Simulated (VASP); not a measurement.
Given:

```xyz
4
Lattice="1.6269 -2.8179 0.0000 1.6269 2.8179 0.0000 0.0000 0.0000 5.2147" Properties=species:S:1:pos:R:3 pbc="T T T"
Zn     1.6269    -0.9393     2.6088
Zn     1.6269     0.9393     0.0014
O      1.6269    -0.9393     4.5979
O      1.6269     0.9393     1.9906
```

These are revTPSS meta-GGA, VASP's PBE PAW potentials (set 64) (plane waves; VASP 6.6.1) values and carry that method's errors. Numerical set-up: 520 eV cut-off, 9×9×5 Γ-centred mesh, tetrahedra with Blöchl corrections, potentials Zn O.

The cores are frozen, which limits the accuracy of field gradients.

Q: Give the principal components of the electric field gradient (V/Å²) and the asymmetry η at each nucleus.

A: 
```json
[
 {"atom": "Zn1", "Vxx": "-3.2", "Vyy": "-3.2", "Vzz": "6.3", "η": "0.00"},
 {"atom": "Zn2", "Vxx": "-3.2", "Vyy": "-3.2", "Vzz": "6.3", "η": "0.00"},
 {"atom": "O3", "Vxx": "1.3", "Vyy": "1.3", "Vzz": "-2.5", "η": "0.00"},
 {"atom": "O4", "Vxx": "1.3", "Vyy": "1.3", "Vzz": "-2.5", "η": "0.00"}
]
```

The compound is ZnO in the wurtzite structure. It was relaxed first.
